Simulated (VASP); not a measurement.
# Lu2Al3S (P6/mmm) in VASP: a series of runs

Runs on Lu2Al3S. Level: PBE. Tasks: single point, relaxation of cell and atoms.

All numbers are computed with VASP 6.6.1; they aren't measurements. Logs are shortened: lines on timing, memory, paths and dates and some standing lists are left out, and cuts for length are marked.

### 1 The cell of the first run

The structure is hexagonal, space group P6/mmm (No. 191). Conventional cell: a = 5.370 Å, b = 5.370 Å, c = 5.405 Å, α = 90.00°, β = 90.00°, γ = 120.00°. Lu (site symmetry -6m2) has 3 Lu at 3.10 Å and 3 S at 3.10 Å and 6 Al at 3.12 Å as nearest neighbours. Around Al (site symmetry mmm) lie 4 Al at 2.69 Å. S (site symmetry 6/mmm) has 6 Lu at 3.10 Å as nearest neighbours.

The cell was built by a generator and needn't be a form met in nature.

### 2 Single point, PBE (species swapped into the CeB2Ru3 type (P6/mmm, No. 191))

The input, INCAR:

```
  PREC = Accurate
  ENCUT = 520
  EDIFF = 1E-6
  ISMEAR = 0
  SIGMA = 0.1
  LREAL = False
  LASPH = True
  NELM = 100
  ALGO = Normal
  ISIF = 2
  LWAVE = False
  LCHARG = False
  GGA = PE
  NBANDS = 42
```

The input, KPOINTS:

```
regular mesh
0
Gamma
  3 3 6
```

The input, POSCAR:

```
Lu2Al3S
1.0
    5.3701796238      0.0000000025      0.0000000000
   -2.6850898141      4.6507119758      0.0000000000
    0.0000000000      0.0000000000      5.4054061266
Lu Al S
2 3 1
Direct
    0.3333333333      0.6666666667      0.0000000000
    0.6666666667      0.3333333333      0.0000000000
    0.5000000000      0.0000000000      0.5000000000
    0.5000000000      0.5000000000      0.5000000000
    0.0000000000      0.5000000000      0.5000000000
    0.0000000000      0.0000000000      0.0000000000
```

Potentials or basis: VASP PAW PBE potentials, release 64 (Lu, Al, S).

Run with:

```
$ cat potpaw_PBE.64/Lu/POTCAR potpaw_PBE.64/Al/POTCAR potpaw_PBE.64/S/POTCAR > POTCAR
$ mpirun -np 1 vasp_std > vasp.out
```

OUTCAR:

```text
PREC = Accurate
   ENCUT = 520
   EDIFF = 1E-6
   ISMEAR = 0
   LREAL = False
   LASPH = True
   NELM = 100
   ISIF = 2
   GGA = PE

 ion  position               nearest neighbor table
   1  0.333  0.667  0.000-   2 3.10   2 3.10   6 3.10   6 3.10   6 3.10   2 3.10   3 3.12   3 3.12
                             5 3.12   5 3.12   4 3.12   4 3.12
   2  0.667  0.333  0.000-   1 3.10   1 3.10   6 3.10   6 3.10   6 3.10   1 3.10   3 3.12   3 3.12
                             5 3.12   5 3.12   4 3.12   4 3.12
   3  0.500  0.000  0.500-   5 2.69   5 2.69   4 2.69   4 2.69   1 3.12   2 3.12   1 3.12   2 3.12

   4  0.500  0.500  0.500-   3 2.69   3 2.69   5 2.69   5 2.69   1 3.12   2 3.12   1 3.12   2 3.12

   5  0.000  0.500  0.500-   3 2.69   3 2.69   4 2.69   4 2.69   1 3.12   2 3.12   1 3.12   2 3.12

   6  0.000  0.000  0.000-   1 3.10   2 3.10   1 3.10   2 3.10   2 3.10   1 3.10

  LATTYP: Found a hexagonal cell.
 ALAT       =     5.3701796238
 C/A-ratio  =     1.0065596508

  Lattice vectors:

 A1 = (   5.3701796238,   0.0000000025,   0.0000000000)
 A2 = (  -2.6850898141,   4.6507119758,   0.0000000000)
 A3 = (   0.0000000000,   0.0000000000,   5.4054061266)

Analysis of symmetry for initial positions (statically):
=====================================================================
 Subroutine PRICEL returns:
 Original cell was already a primitive cell.

 Routine SETGRP: Setting up the symmetry group for a
 hexagonal supercell.

 Subroutine GETGRP returns: Found 24 space group operations
 (whereof 24 operations were pure point group operations)
 out of a pool of 24 trial point group operations.

The static configuration has the point symmetry D_6h.

Analysis of symmetry for dynamics (positions and initial velocities):
=====================================================================
 Subroutine PRICEL returns:
 Original cell was already a primitive cell.

 Routine SETGRP: Setting up the symmetry group for a
 hexagonal supercell.

 Subroutine GETGRP returns: Found 24 space group operations
 (whereof 24 operations were pure point group operations)
 out of a pool of 24 trial point group operations.

The dynamic configuration has the point symmetry D_6h.

 Subroutine INISYM returns: Found 24 space group operations
 (whereof 24 operations are pure point group operations),
 and found     1 'primitive' translations

----------------------------------------------------------------------------------------

                                     Primitive cell

  volume of cell :     135.0009

  direct lattice vectors                    reciprocal lattice vectors
     5.370179624  0.000000003  0.000000000     0.186213510  0.107510421  0.000000000
    -2.685089814  4.650711976  0.000000000    -0.000000000  0.215020841  0.000000000
     0.000000000  0.000000000  5.405406127     0.000000000  0.000000000  0.184999975

  length of vectors
     5.370179624  5.370179624  5.405406127     0.215020841  0.215020841  0.184999975

  position of ions in fractional coordinates (direct lattice)
     0.333333333  0.666666667  0.000000000
     0.666666667  0.333333333  0.000000000
     0.500000000  0.000000000  0.500000000
     0.500000000  0.500000000  0.500000000
     0.000000000  0.500000000  0.500000000
     0.000000000  0.000000000  0.000000000

  ion indices of the primitive-cell ions
   primitive index   ion index
                 1           1
                 2           2
                 3           3
                 4           4
                 5           5
                 6           6

----------------------------------------------------------------------------------------

 KPOINTS: regular mesh

Automatic generation of k-mesh.
 Grid dimensions read from file:
 generate k-points for:    3    3    6

 Generating k-lattice:

  Cartesian coordinates                     Fractional coordinates (reciprocal lattice)
     0.062071170  0.035836807  0.000000000     0.333333333  0.000000000  0.000000000
    -0.000000000  0.071673614  0.000000000     0.000000000  0.333333333  0.000000000
     0.000000000  0.000000000  0.030833329     0.000000000  0.000000000  0.166666667

  Length of vectors
     0.071673614  0.071673614  0.030833329

  Shift w.r.t. Gamma in fractional coordinates (k-lattice)
     0.000000000  0.000000000  0.000000000

 Subroutine IBZKPT returns following result:
 ===========================================

 Found     12 irreducible k-points:

 Following reciprocal coordinates:
            Coordinates               Weight
  0.000000  0.000000  0.000000      1.000000
  0.333333  0.000000  0.000000      6.000000
  0.333333  0.333333  0.000000      2.000000
  0.000000  0.000000  0.166667      2.000000
  0.333333  0.000000  0.166667     12.000000
  0.333333  0.333333  0.166667      4.000000
  0.000000  0.000000  0.333333      2.000000
  0.333333  0.000000  0.333333     12.000000
  0.333333  0.333333  0.333333      4.000000
  0.000000  0.000000  0.500000      1.000000
  0.333333  0.000000  0.500000      6.000000
  0.333333  0.333333  0.500000      2.000000
   k-points           NKPTS =     12   k-points in BZ     NKDIM =     12   number of bands    NBANDS=     42
   number of dos      NEDOS =    301   number of ions     NIONS =      6
   total plane-waves  NPLWV =  64000
   dimension x,y,z NGX =    40 NGY =   40 NGZ =   40
   dimension x,y,z NGXF=    80 NGYF=   80 NGZF=   80
   ions per type =               2   3   1
   NGX,Y,Z   is equivalent  to a cutoff of  12.38, 12.38, 12.30 a.u.
   NGXF,Y,Z  is equivalent  to a cutoff of  24.77, 24.77, 24.60 a.u.
 SYSTEM =  unknown system
   PREC   = accura    normal or accurate (medium, high low for compatibility)
   ISTART =      0    job   : 0-new  1-cont  2-samecut
   ICHARG =      2    charge: 1-file 2-atom 10-const
   ISPIN  =      1    spin polarized calculation?
   LNONCOLLINEAR =      F non collinear calculations
   LSORBIT =      F    spin-orbit coupling
   LASPH  =      T    aspherical Exc in radial PAW
   ENCUT  =  520.0 eV  38.22 Ry    6.18 a.u.   9.98  9.98 10.05*2*pi/ulx,y,z
   NELM   =    100;   NELMIN=  2; NELMDL= -5     # of ELM steps
   EDIFF  = 0.1E-05   stopping-criterion for ELM
   LREAL  =      F    real-space projection
   EDIFFG = 0.1E-04   stopping-criterion for IOM
   NSW    =      0    number of steps for IOM
   IBRION =     -1    ionic relax: 0-MD 1-quasi-New 2-CG
   NFREE  =      0    steps in history (QN), initial steepest desc. (CG)
   ISIF   =      2    stress and relaxation
   ISYM   =      2    0-nonsym 1-usesym 2-fastsym
   POTIM  = 0.5000    time-step for ionic-motion
   TEBEG  =    0.0;   TEEND  =   0.0 temperature during run
   PSTRESS=    0.0 pullay stress
   NELECT =      65.0000    total number of electrons
   NUPDOWN=      -1.0000    fix difference up-down
   EMIN   =  10.00;   EMAX   =-10.00  energy-range for DOS
   EFERMI =   0.00;   METHOD = LEGACY
   ISMEAR =     0;   SIGMA  =   0.10  broadening in eV -4-tet -1-fermi 0-gaus
   EFERMI_NEDOS =   21; number of points for ismear=-14 and -15
   IALGO  =     38    algorithm
   IMIX   =      4    mixing-type and parameters
     AMIX     =   0.40;   BMIX     =  1.00
     AMIX_MAG =   1.60;   BMIX_MAG =  1.00
  volume/ion in A,a.u.               =      22.50       151.84
  Fermi-wavevector in a.u.,A,eV,Ry     =   1.283119  2.424744 22.400571  1.646396
  Thomas-Fermi vector in A             =   2.415391
   LORBIT       =      0    0 simple, 1 ext, 2 COOP (PROOUT), +10 PAW based schemes
   GGA     = PE    functional components
   LHFCALC =     F    Hartree Fock is set to
   AEXX    =    0.0000 exact exchange contribution
   IVDW    =     0    specifies the selected vdW correction
   LEPSILON=     F    determine dielectric tensor
   LRPA    =     F    only Hartree local field effects (RPA)
 non-spin polarized calculation
 Gauss-broadening in eV      SIGMA  =   0.10
  energy-cutoff  :      520.00
  volume of cell :      135.00
 maximum number of plane-waves:      3672
 NGX is ok and might be reduce to    40
   NGX = 19   NGY = 19   NGZ = 21

 number of electron      65.0000012 magnetization

 Free energy of the ion-electron system (eV)
  ---------------------------------------------------
  ext. energy  EPLUGINS =         0.00000000
  ---------------------------------------------------
  free energy    TOTEN  =       -24.70388660 eV

  energy without entropy =      -24.67031788  energy(sigma->0) =      -24.68710224

 E-fermi :   4.3177     XC(G=0): -10.0249

 val. band max:        4.2555812576   @ k =   0.0000   0.0000   0.1667
 cond. band min:       4.3385865528   @ k =   0.0000   0.0000   0.0000
 fundamental gap:      0.0830052952
 Fermi energy:         4.3176556075

 k-point     1 :       0.0000    0.0000    0.0000
  band No.  band energies     occupation
      1     -52.1943      2.00000
      2     -52.1334      2.00000
      3     -23.1500      2.00000
      4     -23.1500      2.00000
      5     -22.7913      2.00000
      6     -22.6805      2.00000
[... 34 lines left out ...]
     41       6.9992      0.00000
     42       8.7379      0.00000

 k-point     2 :       0.3333    0.0000    0.0000
  band No.  band energies     occupation
      1     -52.1815      2.00000
      2     -52.1463      2.00000
      3     -23.1808      2.00000
      4     -23.0759      2.00000
      5     -22.7642      2.00000
      6     -22.7624      2.00000
[... 34 lines left out ...]
     41       8.2407      0.00000
     42       8.4612      0.00000

 k-point     3 :       0.3333    0.3333    0.0000
  band No.  band energies     occupation
      1     -52.1639      2.00000
      2     -52.1639      2.00000
      3     -23.2132      2.00000
      4     -22.9197      2.00000
      5     -22.9197      2.00000
      6     -22.7269      2.00000
[... 34 lines left out ...]
     41       8.7777      0.00000
     42       9.1213      0.00000

 k-point     4 :       0.0000    0.0000    0.1667
  band No.  band energies     occupation
      1     -52.1943      2.00000
      2     -52.1334      2.00000
      3     -23.1499      2.00000
      4     -23.1499      2.00000
      5     -22.7924      2.00000
      6     -22.6805      2.00000
[... 34 lines left out ...]
     41       7.2877      0.00000
     42       7.3315      0.00000

 k-point     5 :       0.3333    0.0000    0.1667
  band No.  band energies     occupation
      1     -52.1815      2.00000
      2     -52.1463      2.00000
      3     -23.1807      2.00000
      4     -23.0758      2.00000
      5     -22.7651      2.00000
      6     -22.7623      2.00000
[... 34 lines left out ...]
     41       7.8976      0.00000
     42       8.2541      0.00000

 k-point     6 :       0.3333    0.3333    0.1667
  band No.  band energies     occupation
      1     -52.1639      2.00000
      2     -52.1639      2.00000
      3     -23.2131      2.00000
      4     -22.9196      2.00000
      5     -22.9196      2.00000
      6     -22.7276      2.00000
[... 34 lines left out ...]
     41       8.4286      0.00000
     42      10.2901      0.00000

 k-point     7 :       0.0000    0.0000    0.3333
  band No.  band energies     occupation
      1     -52.1943      2.00000
      2     -52.1334      2.00000
      3     -23.1497      2.00000
      4     -23.1497      2.00000
      5     -22.7946      2.00000
      6     -22.6804      2.00000
[... 34 lines left out ...]
     41       8.3740      0.00000
     42       8.3740      0.00000

 k-point     8 :       0.3333    0.0000    0.3333
  band No.  band energies     occupation
      1     -52.1815      2.00000
      2     -52.1463      2.00000
      3     -23.1805      2.00000
      4     -23.0756      2.00000
      5     -22.7670      2.00000
      6     -22.7623      2.00000
[... 34 lines left out ...]
     41       7.9744      0.00000
     42       8.4789      0.00000

 k-point     9 :       0.3333    0.3333    0.3333
  band No.  band energies     occupation
      1     -52.1639      2.00000
      2     -52.1639      2.00000
      3     -23.2129      2.00000
      4     -22.9195      2.00000
      5     -22.9195      2.00000
      6     -22.7291      2.00000
[... 34 lines left out ...]
     41       8.0433      0.00000
     42       9.9426      0.00000

 k-point    10 :       0.0000    0.0000    0.5000
  band No.  band energies     occupation
      1     -52.1943      2.00000
      2     -52.1334      2.00000
      3     -23.1497      2.00000
      4     -23.1497      2.00000
      5     -22.7957      2.00000
      6     -22.6804      2.00000
[... 34 lines left out ...]
     41       8.7152      0.00000
     42       8.7687      0.00000

 k-point    11 :       0.3333    0.0000    0.5000
  band No.  band energies     occupation
      1     -52.1814      2.00000
      2     -52.1463      2.00000
      3     -23.1804      2.00000
      4     -23.0755      2.00000
      5     -22.7679      2.00000
      6     -22.7622      2.00000
[... 34 lines left out ...]
     41       7.9211      0.00000
     42       8.6461      0.00000

 k-point    12 :       0.3333    0.3333    0.5000
  band No.  band energies     occupation
      1     -52.1639      2.00000
      2     -52.1639      2.00000
      3     -23.2128      2.00000
      4     -22.9194      2.00000
      5     -22.9194      2.00000
      6     -22.7299      2.00000
[... 34 lines left out ...]
     41       8.0461      0.00000
     42       9.5872      0.00000

------------------------ aborting loop because EDIFF is reached ----------------------------------------

  FORCE on cell =-STRESS in cart. coord.  units (eV):
  Direction    XX          YY          ZZ          XY          YZ          ZX
  --------------------------------------------------------------------------------------
  -------------------------------------------------------------------------------------
  Total        0.0826792      0.0826792      0.2450313     -0.0000000     -0.0000000      0.0000000
  in kB        0.9812291      0.9812291      2.9080082     -0.0000000     -0.0000000      0.0000000
  external PRESSURE =       1.6234888 kB  Pullay stress =       0.0000000 kB

 VOLUME and BASIS-vectors are now :
 -----------------------------------------------------------------------------
  energy-cutoff  :      520.00
  volume of cell :      135.00
      direct lattice vectors                 reciprocal lattice vectors
     5.370179624  0.000000003  0.000000000     0.186213510  0.107510421  0.000000000
    -2.685089814  4.650711976  0.000000000    -0.000000000  0.215020841  0.000000000
     0.000000000  0.000000000  5.405406127     0.000000000  0.000000000  0.184999975

 POSITION                                       TOTAL-FORCE (eV/Angst)
 -----------------------------------------------------------------------------------
     -0.00000      3.10047      0.00000        -0.000000     -0.000000      0.000000
      2.68509      1.55024      0.00000         0.000000      0.000000      0.000000
      2.68509      0.00000      2.70270         0.000000      0.000000      0.000000
      1.34254      2.32536      2.70270         0.000000      0.000000      0.000000
     -1.34254      2.32536      2.70270         0.000000      0.000000      0.000000
      0.00000      0.00000      0.00000         0.000000      0.000000      0.000000
 -----------------------------------------------------------------------------------
    total drift:                                0.000000     -0.000000      0.000000

  FREE ENERGIE OF THE ION-ELECTRON SYSTEM (eV)
  ---------------------------------------------------
  free  energy   TOTEN  =       -24.7038865977 eV

  energy  without entropy=      -24.6703178780  energy(sigma->0) =      -24.68710224
```

Run time: 59 s. Hardware: 1 thread of Intel Xeon Platinum 8488C (Sapphire Rapids), shared host; peak memory 0.27 GiB.

What came out:

```yaml
Free_energy: -24.7039 eV
Pressure: 0.2 GPa
Band_gap_on_the_k_mesh: none (metal or under the smearing width)
```

Levels at points of the mesh, in eV from the Fermi level:
| k point | band 31 | band 32 | band 33 | band 34 | band 35 | band 36 |
| --- | --- | --- | --- | --- | --- | --- |
| (0.00, 0.00, 0.00) | -0.98 | -0.37 | -0.37 | 0.02 | 0.34 | 0.34 |
| (0.00, 0.00, 0.50) | -1.96 | -0.82 | -0.82 | 0.45 | 0.45 | 0.48 |

Caveat: the k mesh is coarse (spacing up to 0.45 Å⁻¹), so the values aren't converged. The run has no spin-orbit coupling, so splittings on Lu are missing.

(Part 1 of 2 ends here.)
